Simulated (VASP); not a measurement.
The system is MgZr2O3.

```
Mg Zr O
1.0
     2.44026   -4.08102    0.00000
     2.44026    4.08102    0.00000
     0.00000    0.00000    3.81567
Mg Zr O
1 2 3
Direct
  0.50000 0.50000 0.00000
  0.00000 0.50000 0.50000
  0.50000 0.00000 0.50000
  0.16107 0.83893 0.00000
  0.83893 0.16107 0.00000
  0.00000 0.00000 0.50000
```

The cell was built by a generator and needn't be a form met in nature.

```yaml
Program: VASP 6.6.1
Task: relaxation of cell and atoms
Functional: PBE
Potentials_or_basis: VASP PAW PBE potentials, release 64 (Mg, Zr_sv, O)
Cutoff: 520 eV
k_mesh: 3 × 3 × 4
Occupations: gaussian, width 0.15 eV
Spin: no spin polarisation
```

At the start: pressure 8.7 GPa; volume 12.67 Å³/atom.

How do energy, volume and symmetry change on relaxing?

Over 13 steps the energy falls by 862.4 meV/atom and the volume is 13.24 Å³/atom (+4.6 %); space group Cmmm (No. 65, to 0.05 Å).

Step by step:
| step | energy change (eV) | largest force (eV/Å) | pressure (GPa) | volume (Å³) |
| --- | --- | --- | --- | --- |
| 1 | 0.0000 | 3.3544 | 8.75 | 76.00 |
| 2 | -2.0699 | 3.6330 | -8.48 | 83.36 |
| 3 | -2.3814 | 3.6745 | -14.22 | 86.49 |
| 4 | -3.9856 | 2.9212 | -8.93 | 81.26 |
| 5 | -4.2100 | 0.6407 | 3.99 | 76.51 |
| 6 | -4.3523 | 1.6913 | -3.72 | 78.77 |
| 7 | -4.3748 | 1.2489 | -2.07 | 78.20 |
| 8 | -4.7891 | 0.9636 | 2.08 | 76.71 |
| 9 | -4.9057 | 0.7235 | 6.24 | 75.45 |
| 10 | -5.0885 | 0.6710 | -0.62 | 79.01 |
| 11 | -5.1046 | 0.6415 | -2.71 | 80.39 |
| 12 | -5.1720 | 0.0753 | -0.79 | 79.64 |
| 13 | -5.1747 | 0.0744 | -0.15 | 79.46 |

Final structure:
```
Mg Zr O
1.0
     2.79368   -3.89652    0.00000
     2.79368    3.89652    0.00000
     0.00000    0.00000    3.64987
Mg Zr O
1 2 3
Direct
  0.50000 0.50000 0.00000
  0.00000 0.50000 0.50000
  0.50000 0.00000 0.50000
  0.25829 0.74171 0.00000
  0.74171 0.25829 0.00000
  0.00000 0.00000 0.50000
```

Caveat: the k mesh is coarse (spacing up to 0.50 Å⁻¹), so the values aren't converged.
